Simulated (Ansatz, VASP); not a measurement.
**Hf (Hafnium) in two plane-wave programs**

One calculation is typed for both programs; each brings its own data sets. How far apart do they land? The cell is taken from a series of runs on this material, whose earlier steps may have relaxed, scaled, displaced or heated it; both programs get it as it stands.

Calculated with Ansatz 0.2.0; plane waves, with VASP 6.6.1 beside it; zone-centre phonons at PBEsol.

### Step 1. The structure

It takes space group P6_3/mmc (No. 194, hexagonal). Conventional cell: a = 3.097 Å, b = 3.097 Å, c = 5.070 Å, α = 90.00°, β = 90.00°, γ = 120.00°. Nearest to Hf lie 12 Hf at 3.10 Å.

### Step 2. VASP: zone-centre phonons, PBEsol

Second derivatives magnify differences that forces hide, and they need a tight electronic threshold.

Lines of VASP's logs that name or quote its potential files are left out, and so is its time.

Input file INCAR:

```
SYSTEM = Hf
PREC = Accurate
ENCUT = 500
EDIFF = 1E-08
NELM = 120
ISMEAR = 1
SIGMA = 0.2
LREAL = .FALSE.
ALGO = Normal
GGA = PS
NBANDS = 16
LASPH = .TRUE.
LORBIT = 11
LWAVE = .FALSE.
LCHARG = .FALSE.
ISIF = 2
IBRION = 8
GGA_COMPAT = .FALSE.
KPAR = 2
```

Input file POSCAR:

```
Hf
1.0
    3.0972136417      0.0000000000      0.0000000000
   -1.5486068209      2.6822656946      0.0000000000
    0.0000000000      0.0000000000      5.0698563910
Hf
2
Direct
    0.3333333334      0.6666666668      0.2500000000
    0.6666666668      0.3333333334      0.7500000000
```

Input file KPOINTS:

```
Automatic mesh
0
Gamma
15 15 8
0 0 0
```

The projector-augmented-wave data sets are Hf_pv (PBE family, release 64).

Run with:

```
$ mpirun -np 2 vasp_std
```

Numbers of over 12 decimals in the logs are rounded to 6 here.

The program printed:

```text
[banner, memory and clock lines left out]
running    2 mpi-ranks, on    1 nodes
 distrk:  each k-point on    1 cores,    2 groups
 distr:  one band on    1 cores,    1 groups

 POSCAR found type information on POSCAR Hf
 POSCAR found :  1 types and       2 ions
|                                                                             |
|               ----> ADVICE to this user running VASP <----                  |
|                                                                             |
|     You enforced a specific xc type in the INCAR file but a different       |
|     [... a line on the potential file left out ...]
|     I HOPE YOU KNOW WHAT YOU ARE DOING!                                     |
|                                                                             |

 LDA part: xc-table for (Slater+PW92), standard interpolation
 POSCAR, INCAR and KPOINTS ok, starting setup
 FFT: planning ... GRIDC
 FFT: planning ... GRID_SOFT
 FFT: planning ... GRID
 WAVECAR not read
 entering main loop
       N       E                     dE             d eps       ncg     rms          rms(c)
DAV:   1     0.466481064168E+02    0.46648E+02   -0.11339E+04  4328   0.116E+03
DAV:   2    -0.201478076668E+02   -0.66796E+02   -0.65445E+02  5720   0.251E+02
DAV:   3    -0.216918502005E+02   -0.15440E+01   -0.15355E+01  5720   0.264E+01
DAV:   4    -0.217028431325E+02   -0.10993E-01   -0.10991E-01  5352   0.272E+00
DAV:   5    -0.217029707809E+02   -0.12765E-03   -0.12764E-03  5744   0.244E-01    0.682E+01
DAV:   6    -0.211795911457E+02    0.52338E+00   -0.46014E-01  5096   0.457E+00    0.403E+01
DAV:   7    -0.209927459831E+02    0.18685E+00   -0.76751E-01  5248   0.568E+00    0.185E+00
DAV:   8    -0.209833784963E+02    0.93675E-02   -0.47708E-02  5016   0.152E+00    0.393E-01
DAV:   9    -0.209834790673E+02   -0.10057E-03   -0.10416E-03  5936   0.236E-01    0.191E-01
DAV:  10    -0.209834711400E+02    0.79273E-05   -0.42479E-05  5048   0.480E-02    0.208E-01
DAV:  11    -0.209834723707E+02   -0.12307E-05   -0.45591E-06  5712   0.155E-02    0.110E-02
DAV:  12    -0.209834724117E+02   -0.41062E-07   -0.36632E-07  5160   0.426E-03    0.435E-03
DAV:  13    -0.209834723360E+02    0.75763E-07   -0.98217E-09  3936   0.774E-04    0.753E-04
DAV:  14    -0.209834723209E+02    0.15061E-07   -0.87766E-10  3048   0.257E-04    0.648E-05
DAV:  15    -0.209834723216E+02   -0.71805E-09   -0.12964E-10  2760   0.920E-05
   1 F= -.20983472E+02 E0= -.20984321E+02  d E =0.254681E-02
 Linear response reoptimize wavefunctions to high precision
DAV:   1    -0.209834723215E+02    0.10186E-09   -0.26025E-11  2856   0.431E-05
DAV:   2    -0.209834723216E+02   -0.26830E-10   -0.61762E-12  2608   0.185E-05
 Linear response DOF=           2
 Linear response progress:
  Degree of freedom:   1/  2
       N       E                     dE             d eps       ncg     rms          rms(c)
RMM:   1    -0.198915428053E+00   -0.19892E+00    0.46368E+00 18646   0.119E+01
RMM:   2    -0.203954166899E+00   -0.50387E-02   -0.37986E-02 27711   0.121E+00    0.561E-01
RMM:   3    -0.203090852113E+00    0.86331E-03   -0.43169E-03 35058   0.265E-01    0.125E-01
RMM:   4    -0.202707390096E+00    0.38346E-03   -0.47052E-04 41105   0.907E-02    0.182E-01
RMM:   5    -0.202245447008E+00    0.46194E-03   -0.45809E-05 37313   0.430E-02    0.200E-02
RMM:   6    -0.202172183990E+00    0.73263E-04   -0.17736E-05 42677   0.143E-02    0.283E-02
RMM:   7    -0.202175860768E+00   -0.36768E-05   -0.17326E-05 37819   0.700E-03    0.391E-02
RMM:   8    -0.202165444955E+00    0.10416E-04    0.57911E-06 38993   0.309E-03    0.105E-02
RMM:   9    -0.202163881807E+00    0.15631E-05   -0.55875E-06 41699   0.113E-03    0.206E-03
RMM:  10    -0.202164314154E+00   -0.43235E-06   -0.25806E-06 40722   0.293E-04    0.370E-04
RMM:  11    -0.202164628992E+00   -0.31484E-06   -0.15666E-06 42306   0.129E-04    0.596E-04
RMM:  12    -0.202164635741E+00   -0.67491E-08   -0.64374E-07 40104   0.583E-05    0.569E-05
RMM:  13    -0.202164677585E+00   -0.41844E-07   -0.31727E-07 40011   0.327E-05    0.677E-05
RMM:  14    -0.202164691119E+00   -0.13534E-07   -0.14942E-07 38459   0.203E-05    0.405E-06
RMM:  15    -0.202164699673E+00   -0.85542E-08   -0.75848E-08 32393   0.144E-05    0.467E-06
 first order change of Fermi-energy  -0.46648E-05
 force on displaced ion       1 direction 1 :  -1.717  -0.000   0.000
 Linear response progress:
  Degree of freedom:   2/  2
       N       E                     dE             d eps       ncg     rms          rms(c)
RMM:   1    -0.245898160013E+00   -0.24590E+00    0.48578E+00  6462   0.124E+01
RMM:   2    -0.255925955404E+00   -0.10028E-01   -0.44594E-02  9538   0.126E+00    0.737E-01
RMM:   3    -0.255045906472E+00    0.88005E-03   -0.31864E-03 11006   0.287E-01    0.194E-01
RMM:   4    -0.254877160656E+00    0.16875E-03   -0.43456E-04 13249   0.983E-02    0.200E-01
RMM:   5    -0.254600295547E+00    0.27687E-03    0.17860E-05 12929   0.413E-02    0.537E-02
RMM:   6    -0.254485150758E+00    0.11514E-03    0.18888E-05 11724   0.192E-02    0.409E-02
RMM:   7    -0.254503851721E+00   -0.18701E-04   -0.47825E-05 12322   0.563E-03    0.196E-02
RMM:   8    -0.254503973656E+00   -0.12194E-06    0.14018E-05 13009   0.313E-03    0.340E-03
RMM:   9    -0.254496084142E+00    0.78895E-05    0.44281E-06 13422   0.163E-03    0.215E-03
RMM:  10    -0.254496110770E+00   -0.26628E-07    0.17384E-06 13426   0.428E-04    0.474E-04
RMM:  11    -0.254496040416E+00    0.70354E-07    0.20836E-06 13539   0.169E-04    0.147E-04
RMM:  12    -0.254496097868E+00   -0.57453E-07    0.56593E-07 14121   0.620E-05    0.631E-05
RMM:  13    -0.254496039951E+00    0.57917E-07    0.96557E-07 13575   0.305E-05    0.131E-05
RMM:  14    -0.254496055682E+00   -0.15731E-07    0.96224E-07 13064   0.169E-05    0.763E-06
RMM:  15    -0.254496119493E+00   -0.63811E-07    0.27463E-07 12717   0.117E-05    0.992E-07
RMM:  16    -0.254496118724E+00    0.76864E-09    0.33801E-07  9077   0.890E-06    0.423E-07
RMM:  17    -0.254496152394E+00   -0.33670E-07   -0.14553E-08  7866   0.784E-06    0.358E-07
RMM:  18    -0.254496145100E+00    0.72948E-08    0.78439E-08  7463   0.741E-06    0.325E-07
 first order change of Fermi-energy  -0.15949E-03
 force on displaced ion       1 direction 3 :  -0.000   0.000  -3.737
 Linear response finished
```

From OUTCAR (step 2):

```text
ion  position               nearest neighbor table
   1  0.333  0.667  0.250-   2 3.10   2 3.10   2 3.10   2 3.10   2 3.10   2 3.10
   2  0.667  0.333  0.750-   1 3.10   1 3.10   1 3.10   1 3.10   1 3.10   1 3.10

  LATTYP: Found a hexagonal cell.
 ALAT       =     3.0972136417
 C/A-ratio  =     1.6369088405

 Subroutine GETGRP returns: Found 24 space group operations
 (whereof 12 operations were pure point group operations)

The static configuration has the point symmetry D_3d.
 The point group associated with its full space group is D_6h.

 Found    135 irreducible k-points:

   k-points           NKPTS =    135   k-points in BZ     NKDIM =    135   number of bands    NBANDS=     16

   dimension x,y,z NGX =    24 NGY =   24 NGZ =   40
   dimension x,y,z NGXF=    48 NGYF=   48 NGZF=   80

   ENCUT  =  500.0 eV  36.75 Ry    6.06 a.u.   5.65  5.65  9.24*2*pi/ulx,y,z

   NELECT =      20.0000    total number of electrons

 k-points in reciprocal lattice and weights: Automatic mesh
   0.00000000  0.00000000  0.00000000       0.001
   0.06666667  0.00000000  0.00000000       0.003
   0.13333333  0.00000000  0.00000000       0.003
   0.20000000  0.00000000  0.00000000       0.003
   0.26666667  0.00000000  0.00000000       0.003
   0.33333333  0.00000000  0.00000000       0.003
   0.40000000  0.00000000  0.00000000       0.003
   0.46666667  0.00000000  0.00000000       0.003
   0.06666667  0.06666667  0.00000000       0.003
[...]
0.33333333  0.26666667  0.50000000       0.007
   0.33333333  0.33333333  0.50000000       0.001

 average (electrostatic) potential at core
       1 -36.5427       2 -36.5427

  Total        1.0808554      1.0808554     -0.1172093     -0.0000000      0.0000000      0.0000000
  in kB       41.1158791     41.1158791     -4.4586573     -0.0000000      0.0000000      0.0000000
  external PRESSURE =      25.9243670 kB  Pullay stress =       0.0000000 kB

  energy-cutoff  :      500.00
  volume of cell :       42.12
      direct lattice vectors                 reciprocal lattice vectors
     3.097213642  0.000000000  0.000000000     0.322870850  0.186409572  0.000000000
    -1.548606821  2.682265695  0.000000000     0.000000000  0.372819144  0.000000000
     0.000000000  0.000000000  5.069856391     0.000000000  0.000000000  0.197244246

 POSITION                                       TOTAL-FORCE (eV/Angst)
 -----------------------------------------------------------------------------------
     -0.00000      1.78818      1.26746        -0.000000      0.000000      0.000000
      1.54861      0.89409      3.80239         0.000000     -0.000000      0.000000
 -----------------------------------------------------------------------------------
    total drift:                               -0.000000     -0.000000      0.000000

 Eigenvectors and eigenvalues of the dynamical matrix
 ----------------------------------------------------

   1 f  =    3.199146 THz    20.100828 2PiTHz  106.712026 cm-1    13.230599 meV
             X         Y         Z           dx          dy          dz
     -0.000000  1.788177  1.267464     0.000000    0.000000    0.707107
      1.548607  0.894089  3.802392     0.000000    0.000000   -0.707107

   2 f  =    2.168296 THz    13.623807 2PiTHz   72.326578 cm-1     8.967349 meV
             X         Y         Z           dx          dy          dz
     -0.000000  1.788177  1.267464     0.664789   -0.240947    0.000000
      1.548607  0.894089  3.802392    -0.664789    0.240947    0.000000

   3 f  =    2.168296 THz    13.623807 2PiTHz   72.326578 cm-1     8.967349 meV
             X         Y         Z           dx          dy          dz
     -0.000000  1.788177  1.267464    -0.240947   -0.664789    0.000000
      1.548607  0.894089  3.802392     0.240947    0.664789    0.000000

   4 f  =    0.000000 THz     0.000000 2PiTHz    0.000000 cm-1     0.000000 meV
             X         Y         Z           dx          dy          dz
     -0.000000  1.788177  1.267464    -0.223975    0.670697    0.000000
      1.548607  0.894089  3.802392    -0.223975    0.670697    0.000000

   5 f  =    0.000000 THz     0.000000 2PiTHz    0.000000 cm-1     0.000000 meV
             X         Y         Z           dx          dy          dz
     -0.000000  1.788177  1.267464     0.000000    0.000000    0.707107
      1.548607  0.894089  3.802392     0.000000    0.000000    0.707107

   6 f/i=    0.000000 THz     0.000000 2PiTHz    0.000001 cm-1     0.000000 meV
             X         Y         Z           dx          dy          dz
     -0.000000  1.788177  1.267464     0.670697    0.223975    0.000000
      1.548607  0.894089  3.802392     0.670697    0.223975    0.000000

 ELASTIC MODULI CONTR FROM IONIC RELAXATION (kBar)
 Direction    XX          YY          ZZ          XY          YZ          ZX
 --------------------------------------------------------------------------------
 XX        -157.5702    157.5702      0.0000      0.0000     -0.0000      0.0000
 YY         157.5702   -157.5702     -0.0000      0.0000      0.0000      0.0000
 ZZ           0.0000     -0.0000     -0.0000     -0.0000      0.0000      0.0000
 XY           0.0000      0.0000     -0.0000   -157.5702      0.0000      0.0000
 YZ          -0.0000      0.0000      0.0000      0.0000     -0.0000      0.0000
 ZX           0.0000      0.0000      0.0000      0.0000      0.0000      0.0000
 --------------------------------------------------------------------------------
```

[end of part 1 of 2]

[Lines on the potential files, build, host, timing and source positions are cut from VASP's logs without a mark.]

[Logs are printed without paths, hosts, clocks, repeated set-up lines and the standing remarks that a program may print on its own settings, such as how far it seeks lower states.]

[Hosts, paths, dates, database ids (printed as entryN), source tags and the programs' standing remarks are cut or masked in the printed files.]
